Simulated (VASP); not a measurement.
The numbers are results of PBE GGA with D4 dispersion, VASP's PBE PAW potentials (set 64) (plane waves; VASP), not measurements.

VASP ran on this input.

### INCAR
```
! general
SYSTEM   =  Pb
PREC     =  Accurate
ENCUT    =  520
LREAL    =  .FALSE.
LASPH    =  .TRUE.

! electronic loop
EDIFF    =  1E-7
NELM     =  100
ALGO     =  Normal
LMAXMIX  =  4

! smearing
ISMEAR   =  -5

! functional
GGA      =  PE
IVDW     =  13

! ions
ISIF     =  2

! output
LWAVE    =  .FALSE.
LCHARG   =  .TRUE.
LORBIT   =  11
NEDOS    =  601
```

### KPOINTS
```
Automatic mesh
0
G
 14 14 14
0 0 0
```

### POSCAR
```
Pb
1
    0.0000000000     2.4750000000     2.4750000000
    2.4750000000     0.0000000000     2.4750000000
    2.4750000000     2.4750000000     0.0000000000
Pb
1
Direct
  0.0000000000   0.0000000000   0.0000000000
```

POTCAR, in this order: Pb_d (PBE.64 set). Program: vasp_std.

Output of the run:

File OSZICAR:
```
       N       E                     dE             d eps       ncg     rms          rms(c)
DAV:   1     0.101179531215E+03    0.10118E+03   -0.74130E+03  2312   0.148E+03
DAV:   2     0.844669136371E+00   -0.10033E+03   -0.98609E+02  2348   0.325E+02
DAV:   3    -0.346191152077E+01   -0.43066E+01   -0.42882E+01  2718   0.789E+01
DAV:   4    -0.356012312150E+01   -0.98212E-01   -0.98198E-01  2744   0.130E+01
DAV:   5    -0.356456256071E+01   -0.44394E-02   -0.44398E-02  2900   0.251E+00    0.525E-01
DAV:   6    -0.355539143335E+01    0.91711E-02   -0.14821E-02  2832   0.233E+00    0.261E-01
DAV:   7    -0.355314810512E+01    0.22433E-02   -0.64563E-03  2735   0.147E+00    0.870E-02
DAV:   8    -0.355309748555E+01    0.50620E-04   -0.39319E-04  2731   0.377E-01    0.102E-02
DAV:   9    -0.355309270049E+01    0.47851E-05   -0.10121E-05  3162   0.591E-02    0.523E-03
DAV:  10    -0.355309185843E+01    0.84206E-06   -0.10832E-06  2518   0.138E-02    0.381E-04
DAV:  11    -0.355309196982E+01   -0.11138E-06   -0.34395E-08  1498   0.349E-03    0.109E-04
DAV:  12    -0.355309196735E+01    0.24663E-08   -0.63799E-09  1345   0.128E-03
   1 F= -.39838994E+01 E0= -.39838994E+01  d E =0.000000E+00
```

File OUTCAR:
```
------------------------ aborting loop because EDIFF is reached ----------------------------------------
  Edisp (eV):   -0.43081
  FORCE on cell =-STRESS in cart. coord.  units (eV):
  Direction    XX          YY          ZZ          XY          YZ          ZX
  --------------------------------------------------------------------------------------
  Total       0.04875     0.04875     0.04875    -0.00000     0.00000     0.00000
  in kB       2.57583     2.57583     2.57583    -0.00000     0.00000     0.00000
  external pressure =        2.58 kB  Pullay stress =        0.00 kB
  volume of cell :       30.32
      direct lattice vectors                 reciprocal lattice vectors
     0.000000000  2.475000000  2.475000000    -0.202020202  0.202020202  0.202020202
     2.475000000  0.000000000  2.475000000     0.202020202 -0.202020202  0.202020202
     2.475000000  2.475000000  0.000000000     0.202020202  0.202020202 -0.202020202
 POSITION                                       TOTAL-FORCE (eV/Angst)
 -----------------------------------------------------------------------------------
      0.00000      0.00000      0.00000        -0.000000     -0.000000     -0.000000
 -----------------------------------------------------------------------------------
    total drift:                               -0.000000     -0.000000     -0.000000
  FREE ENERGIE OF THE ION-ELECTRON SYSTEM (eV)
  ---------------------------------------------------
  free  energy   TOTEN  =        -3.9838994293 eV

  energy  without entropy=       -3.9838994293  energy(sigma->0) =       -3.98389943

 total charge

# of ion       s       p       d       tot
------------------------------------------
    1        1.403   0.746   9.810  11.959
```
(Selected blocks of OUTCAR.)

For a metal the tetrahedron method with Blöchl corrections gives inexact stress and forces.

The compound is Pb in the fcc structure. The cell was not relaxed at this level.
